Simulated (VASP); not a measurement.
# Mo2PtO2 (Immm) in VASP: density of states with LDA

Aim: the density of states of Mo2PtO2 with LDA.

Everything below comes from runs of VASP 6.6.1. Logs are shortened: lines on timing, memory, paths and dates and some standing lists are left out, and cuts for length are marked.

## (1) Starting point

It takes space group Immm (No. 71, orthorhombic). The conventional cell has a = 2.906 Å, b = 4.401 Å, c = 9.563 Å, α = 90.00°, β = 90.00°, γ = 90.00°. Around Pt (site symmetry mmm) lie 4 O at 1.96 Å. O (site symmetry mm2) is surrounded by 2 Pt at 1.96 Å and 2 Mo at 2.20 Å. Around Mo (site symmetry mm2) lie 2 O at 2.20 Å.

The cell was built by a generator and needn't be a form met in nature.

## (2) Density of states, LDA

File POSCAR:

```
Mo2PtO2
1.0
    0.0000000000      2.9062826900      0.0000000000
    4.4011432400      0.0000000000      0.0000000000
    2.2005711200      1.4531408400     -4.7814378500
Pt O Mo
1 2 2
Direct
    0.0000000000      0.0000000000      0.0000000000
    0.3627000000      0.8627000000      0.2746000000
    0.6373000000      0.1373000000      0.7254000000
    0.3575800000      0.3575800000      0.2848400000
    0.6424200000      0.6424200000      0.7151600000
```

File INCAR.step1:

```
ALGO = Fast
EDIFF = 1E-7
ENCUT = 520
GGA = CA
ISIF = 2
ISMEAR = -5
LASPH = True
LCHARG = True
LMAXMIX = 4
LREAL = False
LWAVE = False
NBANDS = 33
NELM = 100
PREC = Accurate
SIGMA = 0.1
```

File KPOINTS.step1:

```
k-points
0
Gamma
  8 8 8
```

File INCAR.step2:

```
ALGO = Fast
EDIFF = 1E-7
ENCUT = 520
GGA = CA
ICHARG = 11
ISIF = 2
ISMEAR = -5
LASPH = True
LCHARG = False
LMAXMIX = 4
LORBIT = 10
LREAL = False
LWAVE = False
NBANDS = 33
NEDOS = 2001
NELM = 100
PREC = Accurate
SIGMA = 0.1
```

File KPOINTS.step2:

```
k-points
0
Gamma
  12 12 12
```

Potentials or basis: VASP PAW LDA potentials, release 64 (Pt, O, Mo_sv).

Run with:

```bash
$ cat potpaw_LDA.64/Pt/POTCAR potpaw_LDA.64/O/POTCAR potpaw_LDA.64/Mo_sv/POTCAR > POTCAR
$ cp INCAR.step1 INCAR
$ cp KPOINTS.step1 KPOINTS
$ mpirun -np 1 vasp_std > vasp.out
$ cp INCAR.step2 INCAR
$ cp KPOINTS.step2 KPOINTS
$ mpirun -np 1 vasp_std > vasp.out
```

OUTCAR:

```text
EDIFF = 1E-7
   ENCUT = 520
   GGA = CA
   ICHARG = 11
   ISIF = 2
   ISMEAR = -5
   LASPH = True
   LORBIT = 10
   LREAL = False
   NELM = 100
   PREC = Accurate

 ion  position               nearest neighbor table
   1  0.000  0.000  0.000-   2 1.96   3 1.96   3 1.96   2 1.96   5 2.97   4 2.97   5 2.97   4 2.97
                             5 2.97   4 2.97   5 2.97   4 2.97   5 3.42   4 3.42
   2  0.363  0.863  0.275-   1 1.96   1 1.96   4 2.20   4 2.20   5 2.56   5 2.56
   3  0.637  0.137  0.725-   1 1.96   1 1.96   5 2.20   5 2.20   4 2.56   4 2.56
   4  0.358  0.358  0.285-   2 2.20   2 2.20   3 2.56   3 2.56   5 2.72   1 2.97   1 2.97   1 2.97
                             1 2.97   5 3.34   5 3.34   5 3.34   5 3.34   1 3.42
   5  0.642  0.642  0.715-   3 2.20   3 2.20   2 2.56   2 2.56   4 2.72   1 2.97   1 2.97   1 2.97
                             1 2.97   4 3.34   4 3.34   4 3.34   4 3.34   1 3.42

  LATTYP: Found a body centered orthorhombic cell.
 ALAT       =     2.9062826900
 B/A-ratio  =     1.5143548338
 C/A-ratio  =     3.2904148426

  Lattice vectors:

 A1 = (   2.2005721200,   1.4531418500,   4.7814378500)
 A2 = (  -2.2005711200,  -1.4531408400,   4.7814378500)
 A3 = (   2.2005711200,  -1.4531418500,  -4.7814378500)

Analysis of symmetry for initial positions (statically):
=====================================================================
 Subroutine PRICEL returns:
 Original cell was already a primitive cell.

 Routine SETGRP: Setting up the symmetry group for a
 body centered orthorhombic supercell.

 Subroutine GETGRP returns: Found  8 space group operations
 (whereof  8 operations were pure point group operations)
 out of a pool of  8 trial point group operations.

The static configuration has the point symmetry D_2h.

Analysis of symmetry for dynamics (positions and initial velocities):
=====================================================================
 Subroutine PRICEL returns:
 Original cell was already a primitive cell.

 Routine SETGRP: Setting up the symmetry group for a
 body centered orthorhombic supercell.

 Subroutine GETGRP returns: Found  8 space group operations
 (whereof  8 operations were pure point group operations)
 out of a pool of  8 trial point group operations.

The dynamic configuration has the point symmetry D_2h.

 Subroutine INISYM returns: Found  8 space group operations
 (whereof  8 operations are pure point group operations),
[... 114 lines left out ...]
   PSTRESS=    0.0 pullay stress
   NELECT =      50.0000    total number of electrons
   NUPDOWN=      -1.0000    fix difference up-down
   EMIN   =  10.00;   EMAX   =-10.00  energy-range for DOS
   EFERMI =   0.00;   METHOD = LEGACY
   ISMEAR =    -5;   SIGMA  =   0.10  broadening in eV -4-tet -1-fermi 0-gaus
   EFERMI_NEDOS =   21; number of points for ismear=-14 and -15
   IALGO  =     68    algorithm
   IMIX   =      4    mixing-type and parameters
     AMIX     =   0.40;   BMIX     =  1.00
     AMIX_MAG =   1.60;   BMIX_MAG =  1.00
  volume/ion in A,a.u.               =      12.23        82.54
  Fermi-wavevector in a.u.,A,eV,Ry     =   1.530773  2.892742 31.882081  2.343267
  Thomas-Fermi vector in A             =   2.638210
   LORBIT       =     10    0 simple, 1 ext, 2 COOP (PROOUT), +10 PAW based schemes
   GGA     = CA    functional components
   LHFCALC =     F    Hartree Fock is set to
   AEXX    =    0.0000 exact exchange contribution
   IVDW    =     0    specifies the selected vdW correction
   LEPSILON=     F    determine dielectric tensor
   LRPA    =     F    only Hartree local field effects (RPA)
 non-spin polarized calculation
 RMM-DIIS sequential band-by-band and
 Fermi weights with tetrahedron method with Bloechl corrections
  energy-cutoff  :      520.00
  volume of cell :       61.16
 maximum number of plane-waves:      1666
 NGX is ok and might be reduce to    24

 number of electron      49.9999995 magnetization

 Free energy of the ion-electron system (eV)
  ---------------------------------------------------
  ext. energy  EPLUGINS =         0.00000000
  ---------------------------------------------------
  free energy    TOTEN  =       -41.99527753 eV

  energy without entropy =      -41.99527753  energy(sigma->0) =      -41.99527753

 E-fermi :  11.4108     XC(G=0): -13.3006

 val. band max:       11.4526379402   @ k =   0.0000  -0.2500   0.3333
 cond. band min:      11.3644882818   @ k =   0.2500  -0.3333   0.0833
 fundamental gap:     -0.0881496584
 Fermi energy:        11.4107801954

 k-point     1 :       0.0000    0.0000    0.0000
  band No.  band energies     occupation
      1     -49.8708      2.00000
      2     -49.7940      2.00000
      3     -24.4354      2.00000
      4     -24.3821      2.00000
      5     -24.2855      2.00000
      6     -23.7174      2.00000
[... 853 lines left out ...]
     32      14.3120      0.00000
     33      16.3978      0.00000

 [... further k-points ...]

------------------------ aborting loop because EDIFF is reached ----------------------------------------

  FORCE on cell =-STRESS in cart. coord.  units (eV):
  Direction    XX          YY          ZZ          XY          YZ          ZX
  --------------------------------------------------------------------------------------
  -------------------------------------------------------------------------------------
  Total       -9.5612159      8.9863084      3.7285885      0.0000000      0.0000004      0.0000004
  in kB     -250.4735279    235.4127760     97.6771919      0.0000000      0.0000103      0.0000102
  external PRESSURE =      27.5388134 kB  Pullay stress =       0.0000000 kB

 VOLUME and BASIS-vectors are now :
 -----------------------------------------------------------------------------
  energy-cutoff  :      520.00
  volume of cell :       61.16
      direct lattice vectors                 reciprocal lattice vectors
     0.000000000  2.906282690  0.000000000     0.000000000  0.344082151  0.104571019
     4.401143240  0.000000000  0.000000000     0.227213691  0.000000000  0.104571031
     2.200571120  1.453140840 -4.781437850     0.000000000  0.000000000 -0.209142110

 POSITION                                       TOTAL-FORCE (eV/Angst)
 -----------------------------------------------------------------------------------
      0.00000      0.00000      0.00000         0.000000      0.000000      0.000000
      4.40114      1.45314     -1.31298        -0.000000     -0.000000     -2.237877
      2.20057      2.90628     -3.46846         0.000000      0.000000      2.237877
      2.20057      1.45314     -1.36194         0.000000      0.000000      0.918434
      4.40114      2.90628     -3.41949        -0.000000     -0.000000     -0.918434
 -----------------------------------------------------------------------------------
    total drift:                                0.000000      0.000000     -0.000000

  FREE ENERGIE OF THE ION-ELECTRON SYSTEM (eV)
  ---------------------------------------------------
  free  energy   TOTEN  =       -41.9952775332 eV

  energy  without entropy=      -41.9952775332  energy(sigma->0) =      -41.99527753

 total charge

# of ion       s       p       d       tot
------------------------------------------
    1        0.699   0.851   8.230   9.780
    2        1.563   3.437   0.000   5.000
    3        1.563   3.437   0.000   5.000
    4        2.261   6.098   3.893  12.252
    5        2.261   6.098   3.893  12.252
--------------------------------------------------
tot          8.347  19.920  16.016  44.284
```

Run time: 3.9 min. Hardware: 1 thread of Intel Xeon 6975P-C (Granite Rapids), shared host; peak memory 0.59 GiB.

Results:

| Item | Value |
| --- | --- |
| Valence electrons inside the program's atomic spheres | Pt 9.78; O 5.00; Mo 12.25 |

States per cell in windows of 0.5 eV (zero at the Fermi level; states under -8 eV left out):
| from (eV) | total | Mo4_d | Mo5_d | Pt1_d | O2_p | O3_p | Pt1_p |
| --- | --- | --- | --- | --- | --- | --- | --- |
| -8.0 | 1.50 | 0.06 | 0.06 | 0.17 | 0.37 | 0.37 | 0.09 |
| -7.5 | 0.79 | 0.03 | 0.03 | 0.07 | 0.20 | 0.20 | 0.04 |
| -7.0 | 1.42 | 0.06 | 0.06 | 0.06 | 0.40 | 0.40 | 0.08 |
| -6.5 | 0.60 | 0.02 | 0.02 | 0.05 | 0.17 | 0.17 | 0.04 |
| -6.0 | 1.02 | 0.05 | 0.05 | 0.45 | 0.04 | 0.04 | 0.01 |
| -5.5 | 1.16 | 0.09 | 0.09 | 0.65 | 0.02 | 0.02 | 0.00 |
| -5.0 | 0.53 | 0.04 | 0.04 | 0.32 | 0.02 | 0.02 | 0.00 |
| -4.5 | 2.03 | 0.18 | 0.18 | 1.18 | 0.10 | 0.10 | 0.01 |
| -4.0 | 1.41 | 0.16 | 0.16 | 0.63 | 0.11 | 0.11 | 0.01 |
| -3.5 | 1.74 | 0.27 | 0.27 | 0.56 | 0.08 | 0.08 | 0.07 |
| -3.0 | 1.97 | 0.31 | 0.31 | 0.78 | 0.07 | 0.07 | 0.07 |
| -2.5 | 1.01 | 0.31 | 0.31 | 0.15 | 0.02 | 0.02 | 0.02 |
| -2.0 | 1.33 | 0.39 | 0.39 | 0.18 | 0.03 | 0.03 | 0.01 |
| -1.5 | 1.24 | 0.35 | 0.35 | 0.19 | 0.04 | 0.04 | 0.01 |
| -1.0 | 2.37 | 0.67 | 0.67 | 0.39 | 0.09 | 0.09 | 0.01 |
| -0.5 | 2.17 | 0.68 | 0.68 | 0.27 | 0.07 | 0.07 | 0.01 |
| 0.0 | 2.42 | 0.82 | 0.82 | 0.27 | 0.07 | 0.07 | 0.02 |
| 0.5 | 3.05 | 1.11 | 1.11 | 0.28 | 0.09 | 0.09 | 0.01 |
| 1.0 | 3.06 | 1.03 | 1.03 | 0.33 | 0.11 | 0.11 | 0.01 |
| 1.5 | 1.75 | 0.48 | 0.48 | 0.27 | 0.11 | 0.11 | 0.01 |
| 2.0 | 1.44 | 0.39 | 0.39 | 0.19 | 0.10 | 0.10 | 0.01 |
| 2.5 | 0.86 | 0.20 | 0.20 | 0.09 | 0.07 | 0.07 | 0.01 |
| 3.0 | 0.71 | 0.15 | 0.15 | 0.06 | 0.06 | 0.06 | 0.01 |
| 3.5 | 0.68 | 0.12 | 0.12 | 0.05 | 0.06 | 0.06 | 0.02 |
| 4.0 | 0.79 | 0.12 | 0.12 | 0.05 | 0.08 | 0.08 | 0.03 |
| 4.5 | 0.37 | 0.04 | 0.04 | 0.03 | 0.03 | 0.03 | 0.01 |
| 5.0 | 0.35 | 0.03 | 0.03 | 0.02 | 0.02 | 0.02 | 0.01 |
| 5.5 | 0.33 | 0.03 | 0.03 | 0.02 | 0.02 | 0.02 | 0.01 |
| 6.0 | 0.21 | 0.01 | 0.01 | 0.01 | 0.01 | 0.01 | 0.01 |
| 6.5 | 0.04 | 0.00 | 0.00 | 0.00 | 0.00 | 0.00 | 0.00 |
| 7.0 | 0.00 | 0.00 | 0.00 | 0.00 | 0.00 | 0.00 | 0.00 |
| 7.5 | 0.00 | 0.00 | 0.00 | 0.00 | 0.00 | 0.00 | 0.00 |

Caveat: tetrahedron occupations give inexact forces and stress in metals.
